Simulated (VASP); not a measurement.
```
CELL_PARAMETERS angstrom
     -2.09869     2.09869     5.67536
      2.09869    -2.09869     5.67536
      2.09869     2.09869    -5.67536
ATOMIC_POSITIONS crystal
  Ba 0.00000 0.00000 0.00000
  Cu 0.25000 0.75000 0.50000
  Cu 0.75000 0.25000 0.50000
  As 0.63923 0.63923 0.00000
  As 0.36077 0.36077 0.00000
```

Level of theory: PBEsol GGA with spin-orbit coupling, VASP's PBE PAW potentials (set 64) (plane waves; VASP). Run with 400 eV cut-off, 9×9×9 Γ-centred mesh, Gaussian smearing of 0.050 eV, potentials Ba_sv Cu As.

Task: Estimate the energy per atom (σ→0), band gap (over mesh and band path) with the smallest direct gap where there is one.

Result: 
```json
{
 "band gap (over mesh and band path)": "none (metal, semimetal or under 0.01 eV)",
 "energy per atom (σ→0)": "-4.769 eV/atom"
}
```

Only differences to runs with the same potentials and settings are physical.

The structure comes from a computed database's BaCu2As2 entry (I4/mmm); how it stands against other phases isn't given here. It was relaxed first.
